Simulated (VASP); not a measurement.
All values below come from LDA (Ceperley-Alder, Perdew-Zunger), VASP's LDA PAW potentials (set 64) (plane waves; VASP).

The input files of a VASP run:

**POSCAR**
```
GaAs
1
    0.0000000000     2.8028204692     2.8028204692
    2.8028204692     0.0000000000     2.8028204692
    2.8028204692     2.8028204692     0.0000000000
Ga As
1 1
Direct
  0.0000000000   0.0000000000   0.0000000000
  0.2500000000   0.2500000000   0.2500000000
```

**INCAR**
```
SYSTEM=GaAs
PREC=Accurate; ENCUT=400; LREAL=.FALSE.
LASPH=.TRUE.
EDIFF=1E-8; NELM=100; ALGO=Normal
LMAXMIX=4
ISMEAR=0; SIGMA=0.01
IBRION=8; NSW=1
LWAVE=.FALSE.; LCHARG=.FALSE.
LEPSILON=.TRUE.
```

### KPOINTS
```
Automatic mesh
0
Gamma
15 15 15
0 0 0
```

POTCAR, in this order: Ga_d As (LDA.64 set). Program: vasp_std.

Output of the run:

OUTCAR:
```
 ion  position               nearest neighbor table
   1  0.000  0.000  0.000-   2 2.43   2 2.43   2 2.43   2 2.43
   2  0.250  0.250  0.250-   1 2.43   1 2.43   1 2.43   1 2.43
  LATTYP: Found a face centered cubic cell.
 ALAT       =     5.6056409384
 Subroutine PRICEL returns:
 Original cell was already a primitive cell.
 Subroutine GETGRP returns: Found 24 space group operations
The static configuration has the point symmetry T_d .
The dynamic configuration has the point symmetry T_d .
 Subroutine INISYM returns: Found 24 space group operations
 Subroutine IBZKPT returns following result:
 Found    120 irreducible k-points:

 Following reciprocal coordinates:
            Coordinates               Weight
  0.000000  0.000000  0.000000      1.000000
  0.066667  0.000000  0.000000      8.000000
  0.133333  0.000000  0.000000      8.000000
  0.200000  0.000000  0.000000      8.000000
  0.266667  0.000000  0.000000      8.000000
  0.333333  0.000000  0.000000      8.000000
  0.400000  0.000000  0.000000      8.000000
  0.466667  0.000000  0.000000      8.000000
  0.066667  0.066667  0.000000      6.000000
  0.133333  0.066667  0.000000     24.000000
  0.200000  0.066667  0.000000     24.000000
  0.266667  0.066667  0.000000     24.000000
  0.333333  0.066667  0.000000     24.000000
  0.400000  0.066667  0.000000     24.000000
  0.466667  0.066667  0.000000     24.000000
 -0.466667  0.066667  0.000000     24.000000
 -0.400000  0.066667  0.000000     24.000000
 -0.333333  0.066667  0.000000     24.000000
 -0.266667  0.066667  0.000000     24.000000
 -0.200000  0.066667  0.000000     24.000000
 -0.133333  0.066667  0.000000     24.000000
 -0.066667  0.066667  0.000000     12.000000
  0.133333  0.133333  0.000000      6.000000
  0.200000  0.133333  0.000000     24.000000
  0.266667  0.133333  0.000000     24.000000
  0.333333  0.133333  0.000000     24.000000
  0.400000  0.133333  0.000000     24.000000
  0.466667  0.133333  0.000000     24.000000
 -0.466667  0.133333  0.000000     24.000000
 -0.400000  0.133333  0.000000     24.000000
 -0.333333  0.133333  0.000000     24.000000
 -0.266667  0.133333  0.000000     24.000000
 -0.200000  0.133333  0.000000     24.000000
 -0.133333  0.133333  0.000000     12.000000
  0.200000  0.200000  0.000000      6.000000
  0.266667  0.200000  0.000000     24.000000
  0.333333  0.200000  0.000000     24.000000
  0.400000  0.200000  0.000000     24.000000
  0.466667  0.200000  0.000000     24.000000
 -0.466667  0.200000  0.000000     24.000000
 Subroutine IBZKPT_HF returns following result:
   k-points           NKPTS =    120   k-points in BZ     NKDIM =    120   number of bands    NBANDS=     13
   number of dos      NEDOS =    301   number of ions     NIONS =      2
   total plane-waves  NPLWV =  21952
   dimension x,y,z NGX =    28 NGY =   28 NGZ =   28
   dimension x,y,z NGXF=    56 NGYF=   56 NGZF=   56
   ions per type =               1   1
   PREC   = accura    normal or accurate (medium, high low for compatibility)
   ISTART =      0    job   : 0-new  1-cont  2-samecut
   ICHARG =      2    charge: 1-file 2-atom 10-const
   ISPIN  =      1    spin polarized calculation?
   LNONCOLLINEAR =      F non collinear calculations
   LSORBIT =      F    spin-orbit coupling
   INIWAV =      1    electr: 0-lowe 1-rand  2-diag
   ENCUT  =  400.0 eV  29.40 Ry    5.42 a.u.   6.46  6.46  6.46*2*pi/ulx,y,z
   NELM   =    100;   NELMIN=  2; NELMDL= -5     # of ELM steps
   EDIFF  = 0.1E-07   stopping-criterion for ELM
   LREAL  =      F    real-space projection
   NLSPLINE    = F    spline interpolate recip. space projectors
...
```

File OUTCAR:
```


 HEAD OF MICROSCOPIC STATIC DIELECTRIC TENSOR (INDEPENDENT PARTICLE, excluding Hartree and local field effects)
 ------------------------------------------------------
          16.406579    -0.000000     0.000000
           0.000000    16.406579    -0.000000
           0.000000     0.000000    16.406579
 ------------------------------------------------------

 MACROSCOPIC STATIC DIELECTRIC TENSOR (including local field effects in DFT)
 ------------------------------------------------------
          15.664562     0.000000    -0.000000
          -0.000000    15.664562     0.000000
           0.000000    -0.000000    15.664562
 ------------------------------------------------------

 PIEZOELECTRIC TENSOR (including local field effects)  for field in x, y, z        (e  Angst)
          XX          YY          ZZ          XY          YZ          ZX
  --------------------------------------------------------------------------------
  x     0.00000    -0.00000     0.00000     0.00000    -2.19526     0.00000
  y     0.00000    -0.00000     0.00000     0.00000     0.00000    -2.19526
  z     0.00000     0.00000     0.00000    -2.19526     0.00000     0.00000

 PIEZOELECTRIC TENSOR (including local field effects)  for field in x, y, z        (C/m^2)
          XX          YY          ZZ          XY          YZ          ZX
  --------------------------------------------------------------------------------
  x     0.00000    -0.00000     0.00000     0.00000    -0.79869     0.00000
  y     0.00000    -0.00000     0.00000     0.00000     0.00000    -0.79869
  z     0.00000     0.00000     0.00000    -0.79869     0.00000     0.00000

 BORN EFFECTIVE CHARGES (including local field effects) (in |e|, cummulative output)
 ---------------------------------------------------------------------------------
 ion    1
    1     2.05482     0.00000     0.00000
    2     0.00000     2.05482     0.00000
    3     0.00000     0.00000     2.05482
 ion    2
    1    -2.05482     0.00000     0.00000
    2     0.00000    -2.05482     0.00000
    3     0.00000     0.00000    -2.05482

   1 f  =    8.090694 THz    50.835328 2PiTHz  269.876494 cm-1    33.460406 meV

   2 f  =    8.090694 THz    50.835328 2PiTHz  269.876494 cm-1    33.460406 meV

   3 f  =    8.090694 THz    50.835328 2PiTHz  269.876494 cm-1    33.460406 meV

   4 f/i=    0.003388 THz     0.021290 2PiTHz    0.113023 cm-1     0.014013 meV

   5 f/i=    0.003388 THz     0.021290 2PiTHz    0.113023 cm-1     0.014013 meV

   6 f/i=    0.003388 THz     0.021290 2PiTHz    0.113023 cm-1     0.014013 meV

 MACROSCOPIC STATIC DIELECTRIC TENSOR IONIC CONTRIBUTION
 ------------------------------------------------------
           1.793632     0.000000     0.000000
           0.000000     1.793632     0.000000
           0.000000     0.000000     1.793632
 ------------------------------------------------------

 ELASTIC MODULI CONTR FROM IONIC RELAXATION (kBar)
 Direction    XX          YY          ZZ          XY          YZ          ZX
 --------------------------------------------------------------------------------
 XX          -0.0000     -0.0000     -0.0000     -0.0000     -0.0000     -0.0000
 YY          -0.0000     -0.0000     -0.0000     -0.0000     -0.0000      0.0000
 ZZ          -0.0000     -0.0000     -0.0000     -0.0000     -0.0000     -0.0000
 XY          -0.0000     -0.0000     -0.0000   -206.6029      0.0000      0.0000
 YZ          -0.0000     -0.0000     -0.0000      0.0000   -206.6029      0.0000
 ZX          -0.0000      0.0000     -0.0000      0.0000      0.0000   -206.6029
 --------------------------------------------------------------------------------

 PIEZOELECTRIC TENSOR IONIC CONTR  for field in x, y, z        (C/m^2)
          XX          YY          ZZ          XY          YZ          ZX
  --------------------------------------------------------------------------------
  x     0.00000     0.00000     0.00000     0.00000     0.57281     0.00000
  y     0.00000    -0.00000     0.00000     0.00000     0.00000     0.57281
  z     0.00000     0.00000     0.00000     0.57281     0.00000     0.00000
```
(Selected blocks of OUTCAR.)

File OUTCAR:
```
 val. band max:        4.0473059264   @ k =   0.0000   0.0000   0.0000

 cond. band min:       4.5732955540   @ k =   0.0000   0.0000   0.0000


 Fermi energy:         4.1465385803

 k-point     1 :       0.0000    0.0000    0.0000
  band No.  band energies     occupation
      1     -10.9263      2.00000
      2     -10.9263      2.00000
      3     -10.9263      2.00000
      4     -10.8417      2.00000
      5     -10.8417      2.00000
      6      -8.9036      2.00000
      7       4.0473      2.00000
      8       4.0473      2.00000
      9       4.0473      2.00000
     10       4.5733      0.00000
     11       7.7280      0.00000
     12       7.7280      0.00000
     13       7.7280      0.00000

 k-point     2 :       0.0667    0.0000    0.0000
  band No.  band energies     occupation
      1     -10.9306      2.00000
      2     -10.9251      2.00000
      3     -10.9251      2.00000
      4     -10.8417      2.00000
      5     -10.8417      2.00000
      6      -8.8492      2.00000
      7       3.1085      2.00000
      8       3.9689      2.00000
      9       3.9689      2.00000
     10       5.2656      0.00000
     11       7.8149      0.00000
     12       7.8432      0.00000
     13       7.8432      0.00000

 k-point     3 :       0.1333    0.0000    0.0000
  band No.  band energies     occupation
      1     -10.9427      2.00000
      2     -10.9220      2.00000
      3     -10.9220      2.00000
      4     -10.8418      2.00000
      5     -10.8418      2.00000
      6      -8.6889      2.00000
      7       1.8840      2.00000
      8       3.7703      2.00000
      9       3.7703      2.00000
     10       5.6535      0.00000
     11       8.1287      0.00000
     12       8.1287      0.00000
     13       8.2910      0.00000

 k-point     4 :       0.2000    0.0000    0.0000
  band No.  band energies     occupation
      1     -10.9594      2.00000
      2     -10.9176      2.00000
      3     -10.9176      2.00000
...
```

The dielectric response may not be converged in the k-mesh; for small gaps it tends to come out too large.

The compound is GaAs in the zinc blende structure. It was relaxed first.
